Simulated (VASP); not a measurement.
Input of a VASP 6.6.1 run:

INCAR

```
SYSTEM = KPt
  ALGO = Normal
  EDIFF = 1E-6
  ENCUT = 520
  GGA = RP
  ISIF = 2
  ISMEAR = 2
  IVDW = 12
  LASPH = .TRUE.
  LCHARG = .FALSE.
  LDAU = .TRUE.
  LDAUJ = 0 0
  LDAUL = 2 -1
  LDAUPRINT = 1
  LDAUTYPE = 2
  LDAUU = 5.3 0
  LMAXMIX = 4
  LREAL = .FALSE.
  LWAVE = .FALSE.
  NELM = 60
  PREC = Accurate
  SIGMA = 0.2
```

KPOINTS

```
k-points
0
G
  10 10 5
  0 0 0
```

The input POSCAR:

```
KPt
1.0
    3.0008472788      0.0000000000      0.0000000000
   -1.5004236394      2.5988099763      0.0000000000
    0.0000000000      0.0000000000      5.3455780000
Pt K
1 1
Direct
    0.6666666667      0.3333333333      0.0000000000
    0.0000000000      0.0000000000      0.5000000000
```

Potentials or basis: VASP PAW PBE potentials, release 64 (Pt, K_sv).

Launch:

```sh
$ cat potpaw_PBE.64/Pt/POTCAR potpaw_PBE.64/K_sv/POTCAR > POTCAR
$ mpirun -np 1 vasp_std > vasp.out
```

Problem. Predict the dispersion energy per atom.

Solution. -2.907 eV.

Problem. Predict the pressure.

Solution. -24.9 GPa.

Problem. What does it give for the band gap on the k mesh?

Solution. None (metal or under the smearing width).

Eigenvalues of the final occupation matrices:
```tsv
site	spin	trace	eigenvalues
site 1 d	1	4.36	0.85 0.85 0.85 0.91 0.91
site 1 d	2	4.36	0.85 0.85 0.85 0.91 0.91
```

Caveat: the PAW data sets were made with another functional, which shifts forces and pressure a little; U without spin polarisation on a metal has little footing; pairwise dispersion overbinds metals, which lowers pressure and volume; the U is typed as a test and isn't derived for this compound. Spin-orbit coupling is left out, which matters for the levels of Pt.
